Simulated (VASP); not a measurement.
# RuSe (Pm-3m) in VASP: settings compared

Aim: see how the results for RuSe move with the level of theory and the settings. Levels: HSE(alpha, omega). Tasks: single point.

All numbers are computed with VASP 6.6.1; they aren't measurements. Logs are shortened: lines on timing, memory, paths and dates and some standing lists are left out, and cuts for length are marked.

**1. The structure**

It takes space group Pm-3m (No. 221, cubic). The conventional cell has a = 3.188 Å, b = 3.188 Å, c = 3.188 Å, α = 90.00°, β = 90.00°, γ = 90.00°. Ru (site symmetry m-3m) is surrounded by 8 Se at 2.76 Å. Around Se (site symmetry m-3m) lie 8 Ru at 2.76 Å.

The cell comes from a database or a generator and needn't be the stable form of this composition.

**2. Single point, HSE(alpha, omega)**

Input file POSCAR:

```
RuSe
1.0
    3.1876923100      0.0000000000      0.0000000000
    0.0000000000      3.1876923100      0.0000000000
    0.0000000000      0.0000000000      3.1876923100
Ru Se
1 1
Direct
    0.0000000000      0.0000000000      0.0000000000
    0.5000000000      0.5000000000      0.5000000000
```

Input file INCAR.step1:

```
SYSTEM = RuSe
  PREC = Accurate
  ENCUT = 520
  EDIFF = 1E-5
  ISMEAR = -1
  SIGMA = 0.05
  LREAL = .FALSE.
  LASPH = .TRUE.
  NELM = 60
  ALGO = Normal
  ISIF = 2
  LWAVE = .TRUE.
  NBANDS = 17
  GGA = PE
```

Input file INCAR.step2:

```
SYSTEM = RuSe
  PREC = Accurate
  ENCUT = 520
  EDIFF = 1E-7
  ISMEAR = -1
  SIGMA = 0.05
  LREAL = .FALSE.
  LASPH = .TRUE.
  NELM = 60
  ALGO = Normal
  ISIF = 2
  LWAVE = .FALSE.
  LCHARG = .FALSE.
  GGA = PE
  LHFCALC = .TRUE.
  HFSCREEN = 0.4
  AEXX = 0.25
  PRECFOCK = Fast
  NBANDS = 17
  ISTART = 1
```

Input file KPOINTS:

```
Automatic mesh
0
G
  4 4 4
  0 0 0
```

Potentials or basis: VASP PAW PBE potentials, release 64 (Ru_pv, Se).

Started as:

```console
$ cat potpaw_PBE.64/Ru_pv/POTCAR potpaw_PBE.64/Se/POTCAR > POTCAR
$ cp INCAR.step1 INCAR
$ mpirun -np 1 vasp_std > vasp.out
$ cp INCAR.step2 INCAR
$ mpirun -np 1 vasp_std > vasp.out
```

OUTCAR:

```text
SYSTEM = RuSe
   PREC = Accurate
   ENCUT = 520
   EDIFF = 1E-7
   ISMEAR = -1
   LREAL = .FALSE.
   LASPH = .TRUE.
   NELM = 60
   ISIF = 2
   GGA = PE
   LHFCALC = .TRUE.
   HFSCREEN = 0.4
   AEXX = 0.25
   PRECFOCK = Fast
   ISTART = 1

 ion  position               nearest neighbor table
   1  0.000  0.000  0.000-   2 2.76   2 2.76   2 2.76   2 2.76   2 2.76   2 2.76   2 2.76   2 2.76

   2  0.500  0.500  0.500-   1 2.76   1 2.76   1 2.76   1 2.76   1 2.76   1 2.76   1 2.76   1 2.76

  LATTYP: Found a simple cubic cell.
 ALAT       =     3.1876923100

  Lattice vectors:

 A1 = (   3.1876923100,   0.0000000000,   0.0000000000)
 A2 = (   0.0000000000,   3.1876923100,   0.0000000000)
 A3 = (   0.0000000000,   0.0000000000,   3.1876923100)

Analysis of symmetry for initial positions (statically):
=====================================================================
 Subroutine PRICEL returns:
 Original cell was already a primitive cell.

 Routine SETGRP: Setting up the symmetry group for a
 simple cubic supercell.

 Subroutine GETGRP returns: Found 48 space group operations
 (whereof 48 operations were pure point group operations)
 out of a pool of 48 trial point group operations.

The static configuration has the point symmetry O_h .

Analysis of symmetry for dynamics (positions and initial velocities):
=====================================================================
 Subroutine PRICEL returns:
 Original cell was already a primitive cell.

 Routine SETGRP: Setting up the symmetry group for a
 simple cubic supercell.

 Subroutine GETGRP returns: Found 48 space group operations
 (whereof 48 operations were pure point group operations)
 out of a pool of 48 trial point group operations.

The dynamic configuration has the point symmetry O_h .

 Subroutine INISYM returns: Found 48 space group operations
 (whereof 48 operations are pure point group operations),
 and found     1 'primitive' translations

----------------------------------------------------------------------------------------

                                     Primitive cell

  volume of cell :      32.3914

  direct lattice vectors                    reciprocal lattice vectors
     3.187692310  0.000000000  0.000000000     0.313706563  0.000000000  0.000000000
     0.000000000  3.187692310  0.000000000     0.000000000  0.313706563  0.000000000
     0.000000000  0.000000000  3.187692310     0.000000000  0.000000000  0.313706563

  length of vectors
     3.187692310  3.187692310  3.187692310     0.313706563  0.313706563  0.313706563

  position of ions in fractional coordinates (direct lattice)
     0.000000000  0.000000000  0.000000000
     0.500000000  0.500000000  0.500000000

  ion indices of the primitive-cell ions
   primitive index   ion index
                 1           1
                 2           2

----------------------------------------------------------------------------------------

 KPOINTS: Automatic mesh

Automatic generation of k-mesh.
 Grid dimensions read from file:
 generate k-points for:    4    4    4

 Generating k-lattice:

  Cartesian coordinates                     Fractional coordinates (reciprocal lattice)
     0.078426641  0.000000000  0.000000000     0.250000000  0.000000000  0.000000000
     0.000000000  0.078426641  0.000000000     0.000000000  0.250000000  0.000000000
     0.000000000  0.000000000  0.078426641     0.000000000  0.000000000  0.250000000

  Length of vectors
     0.078426641  0.078426641  0.078426641

  Shift w.r.t. Gamma in fractional coordinates (k-lattice)
     0.000000000  0.000000000  0.000000000

 Subroutine IBZKPT returns following result:
 ===========================================

 Found     10 irreducible k-points:

 Following reciprocal coordinates:
            Coordinates               Weight
  0.000000  0.000000  0.000000      1.000000
  0.250000  0.000000  0.000000      6.000000
  0.500000  0.000000  0.000000      3.000000
  0.250000  0.250000  0.000000     12.000000
  0.500000  0.250000  0.000000     12.000000
  0.500000  0.500000  0.000000      3.000000
  0.250000  0.250000  0.250000      8.000000
  0.500000  0.250000  0.250000     12.000000
  0.500000  0.500000  0.250000      6.000000
  0.500000  0.500000  0.500000      1.000000
   k-points           NKPTS =     10   k-points in BZ     NKDIM =     64   number of bands    NBANDS=     17
   number of dos      NEDOS =    301   number of ions     NIONS =      2
   total plane-waves  NPLWV =  13824
   dimension x,y,z NGX =    24 NGY =   24 NGZ =   24
   dimension x,y,z NGXF=    48 NGYF=   48 NGZF=   48
   ions per type =               1   1
   NGX,Y,Z   is equivalent  to a cutoff of  12.52, 12.52, 12.52 a.u.
   NGXF,Y,Z  is equivalent  to a cutoff of  25.03, 25.03, 25.03 a.u.
 SYSTEM =  RuSe
   PREC   = accura    normal or accurate (medium, high low for compatibility)
   ISTART =      1    job   : 0-new  1-cont  2-samecut
   ICHARG =      0    charge: 1-file 2-atom 10-const
   ISPIN  =      1    spin polarized calculation?
   LNONCOLLINEAR =      F non collinear calculations
   LSORBIT =      F    spin-orbit coupling
   LASPH  =      T    aspherical Exc in radial PAW
   ENCUT  =  520.0 eV  38.22 Ry    6.18 a.u.   5.93  5.93  5.93*2*pi/ulx,y,z
   NELM   =     60;   NELMIN=  2; NELMDL=  0     # of ELM steps
   EDIFF  = 0.1E-06   stopping-criterion for ELM
   LREAL  =      F    real-space projection
   EDIFFG = 0.1E-05   stopping-criterion for IOM
   NSW    =      0    number of steps for IOM
   IBRION =     -1    ionic relax: 0-MD 1-quasi-New 2-CG
   NFREE  =      0    steps in history (QN), initial steepest desc. (CG)
   ISIF   =      2    stress and relaxation
   ISYM   =      3    0-nonsym 1-usesym 2-fastsym
   POTIM  = 0.5000    time-step for ionic-motion
   TEBEG  =    0.0;   TEEND  =   0.0 temperature during run
   PSTRESS=    0.0 pullay stress
   NELECT =      20.0000    total number of electrons
   NUPDOWN=      -1.0000    fix difference up-down
   EMIN   =  10.00;   EMAX   =-10.00  energy-range for DOS
   EFERMI =   0.00;   METHOD = LEGACY
   ISMEAR =    -1;   SIGMA  =   0.05  broadening in eV -4-tet -1-fermi 0-gaus
   EFERMI_NEDOS =   21; number of points for ismear=-14 and -15
   IALGO  =     38    algorithm
   IMIX   =      1    mixing-type and parameters
     AMIX     =   0.40;   BMIX     =  1.00
     AMIX_MAG =   1.60;   BMIX_MAG =  1.00
  volume/ion in A,a.u.               =      16.20       109.29
  Fermi-wavevector in a.u.,A,eV,Ry     =   1.394040  2.634353 26.440832  1.943346
  Thomas-Fermi vector in A             =   2.517627
   LORBIT       =      0    0 simple, 1 ext, 2 COOP (PROOUT), +10 PAW based schemes
   GGA     = PE    functional components
   LHFCALC =     T    Hartree Fock is set to
   PRECFOCK=fast      Normal, Fast or Accurate (Low or Medium for compatibility)
   ENCUT4O =  -1.0   cutoff for four orbital integrals eV
   NKREDX  =     1    reduce k-point grid by
   NKREDY  =     1    reduce k-point grid by
   NKREDZ  =     1    reduce k-point grid by
   AEXX    =    0.2500 exact exchange contribution
   HFSCREEN=    0.4000 screening length (either q_TF or 0.3 A-1)
   HFSCREENC=   0.4000 screening length for correlation (either q_TF or 0.3 A-1)
   ENCUTFOCK=  -1.0 apply spherical cutoff to Coloumb kernel
   IVDW    =     0    specifies the selected vdW correction
   LEPSILON=     F    determine dielectric tensor
   LRPA    =     F    only Hartree local field effects (RPA)
 non-spin polarized calculation
  energy-cutoff  :      520.00
  volume of cell :       32.39
 maximum number of plane-waves:       912
 NGX is ok and might be reduce to    24
  NGX = 14; NGY = 14; NGZ = 14

 number of electron      19.9999994 magnetization

 Free energy of the ion-electron system (eV)
  ---------------------------------------------------
  ext. energy  EPLUGINS =         0.00000000
  ---------------------------------------------------
  free energy    TOTEN  =       -13.63883492 eV

  energy without entropy =      -13.62373520  energy(sigma->0) =      -13.63128506

 E-fermi :   9.4013     XC(G=0): -10.4083

 val. band max:        9.3839987668   @ k =   0.5000   0.5000   0.0000
 cond. band min:       9.4975522311   @ k =   0.5000   0.2500   0.0000
 fundamental gap:      0.1135534644
 Fermi energy:         9.4013108309

 k-point     1 :       0.0000    0.0000    0.0000
  band No.  band energies     occupation
      1     -35.9252      2.00000
      2     -35.9252      2.00000
      3     -35.9252      2.00000
      4      -8.0108      2.00000
      5       5.3660      2.00000
      6       5.3660      2.00000
[... 9 lines left out ...]
     16      24.4484      0.00000
     17      27.3243      0.00000

 k-point     2 :       0.2500    0.0000    0.0000
  band No.  band energies     occupation
      1     -35.9924      2.00000
      2     -35.9202      2.00000
      3     -35.9202      2.00000
      4      -7.3092      2.00000
      5       2.8859      2.00000
      6       5.6681      2.00000
[... 9 lines left out ...]
     16      21.6778      0.00000
     17      21.6778      0.00000

 k-point     3 :       0.5000    0.0000    0.0000
  band No.  band energies     occupation
      1     -36.0592      2.00000
      2     -35.9153      2.00000
      3     -35.9153      2.00000
      4      -6.3459      2.00000
      5       0.4776      2.00000
      6       5.2213      2.00000
[... 9 lines left out ...]
     16      18.6530      0.00000
     17      19.2585      0.00000

 k-point     4 :       0.2500    0.2500    0.0000
  band No.  band energies     occupation
      1     -35.9876      2.00000
      2     -35.9856      2.00000
      3     -35.9158      2.00000
      4      -6.7474      2.00000
      5       2.9832      2.00000
      6       3.8929      2.00000
[... 9 lines left out ...]
     16      21.3429      0.00000
     17      21.4132      0.00000
[... 63 lines left out ...]
      1     -36.0465      2.00000
      2     -35.9771      2.00000
      3     -35.9751      2.00000
      4      -5.5711      2.00000
      5       1.9079      2.00000
      6       3.1928      2.00000
[... 9 lines left out ...]
     16      21.8881      0.00000
     17      24.4476      0.00000

 k-point     9 :       0.5000    0.5000    0.2500
  band No.  band energies     occupation
      1     -36.0405      2.00000
      2     -36.0405      2.00000
      3     -35.9715      2.00000
      4      -4.9972      2.00000
      5       2.2916      2.00000
      6       2.2916      2.00000
[... 9 lines left out ...]
     16      22.1420      0.00000
     17      24.4494      0.00000

 k-point    10 :       0.5000    0.5000    0.5000
  band No.  band energies     occupation
      1     -36.0351      2.00000
      2     -36.0351      2.00000
      3     -36.0351      2.00000
      4      -4.0290      2.00000
      5       1.7722      2.00000
      6       1.7722      2.00000
[... 9 lines left out ...]
     16      18.4880      0.00000
     17      24.4491      0.00000

------------------------ aborting loop because EDIFF is reached ----------------------------------------

  FORCE on cell =-STRESS in cart. coord.  units (eV):
  Direction    XX          YY          ZZ          XY          YZ          ZX
  --------------------------------------------------------------------------------------
  -------------------------------------------------------------------------------------
  Total       -3.2516746     -3.2516746     -3.2516746      0.0000000     -0.0000000      0.0000000
  in kB     -160.8379292   -160.8379292   -160.8379292      0.0000000     -0.0000000      0.0000000
  external PRESSURE =    -160.8379292 kB  Pullay stress =       0.0000000 kB

 VOLUME and BASIS-vectors are now :
 -----------------------------------------------------------------------------
  energy-cutoff  :      520.00
  volume of cell :       32.39
      direct lattice vectors                 reciprocal lattice vectors
     3.187692310  0.000000000  0.000000000     0.313706563  0.000000000  0.000000000
     0.000000000  3.187692310  0.000000000     0.000000000  0.313706563  0.000000000
     0.000000000  0.000000000  3.187692310     0.000000000  0.000000000  0.313706563

 POSITION                                       TOTAL-FORCE (eV/Angst)
 -----------------------------------------------------------------------------------
      0.00000      0.00000      0.00000         0.000000      0.000000      0.000000
      1.59385      1.59385      1.59385         0.000000      0.000000      0.000000
 -----------------------------------------------------------------------------------
    total drift:                                0.000003      0.000003      0.000003

  FREE ENERGIE OF THE ION-ELECTRON SYSTEM (eV)
  ---------------------------------------------------
  free  energy   TOTEN  =       -13.6388349173 eV

  energy  without entropy=      -13.6237351965  energy(sigma->0) =      -13.63128506
```

Run time: 1.8 min. Hardware: 1 thread of Intel Xeon 6975P-C (Granite Rapids), shared host; peak memory 0.24 GiB.

What came out:

```
Free energy            : -13.6388 eV
Pressure               : -16.1 GPa
Band gap on the k mesh : none (metal or under the smearing width)
```

Caveat: the k mesh is coarse (spacing up to 0.49 Å⁻¹), so the values aren't converged, least of all with exact exchange; the PAW data sets were made with another functional, which shifts forces and pressure a little.

**3. Single point, HSE(alpha, omega)**

POSCAR is that of step 2.

INCAR.step1 is that of step 2.

INCAR.step2: that of step 2 with these lines changed.

```diff
@@ -15,3 +15,3 @@
   LHFCALC = .TRUE.
-  HFSCREEN = 0.4
+  HFSCREEN = 0.6
   AEXX = 0.25
```

KPOINTS is that of step 2.

Potentials or basis: VASP PAW PBE potentials, release 64 (Ru_pv, Se).

Started as:

```console
$ cat potpaw_PBE.64/Ru_pv/POTCAR potpaw_PBE.64/Se/POTCAR > POTCAR
$ cp INCAR.step1 INCAR
$ mpirun -np 1 vasp_std > vasp.out
$ cp INCAR.step2 INCAR
$ mpirun -np 1 vasp_std > vasp.out
```

Wall time 1.7 min (1 thread of Intel Xeon 6975P-C (Granite Rapids), shared host); peak memory 0.24 GiB.

It converged, with:

```yaml
Free_energy: -13.0741 eV
Pressure: -14.4 GPa
Band_gap_on_the_k_mesh: none (metal or under the smearing width)
```

Levels at points of the mesh, in eV from the Fermi level:
| k point | band 8 | band 9 | band 10 | band 11 | band 12 | band 13 |
| --- | --- | --- | --- | --- | --- | --- |
| (0.00, 0.00, 0.00) | -1.70 | -1.70 | -1.04 | -1.04 | -1.04 | 2.82 |
| (0.50, 0.00, 0.00) | -3.22 | -0.86 | 0.19 | 2.94 | 2.94 | 5.78 |
| (0.50, 0.50, 0.00) | -2.09 | -2.09 | -1.04 | 0.00 | 0.22 | 3.40 |
| (0.50, 0.50, 0.50) | 0.29 | 0.29 | 2.68 | 2.68 | 2.68 | 2.77 |

Caveat: the k mesh is coarse (spacing up to 0.49 Å⁻¹), so the values aren't converged, least of all with exact exchange; the PAW data sets were made with another functional, which shifts forces and pressure a little.
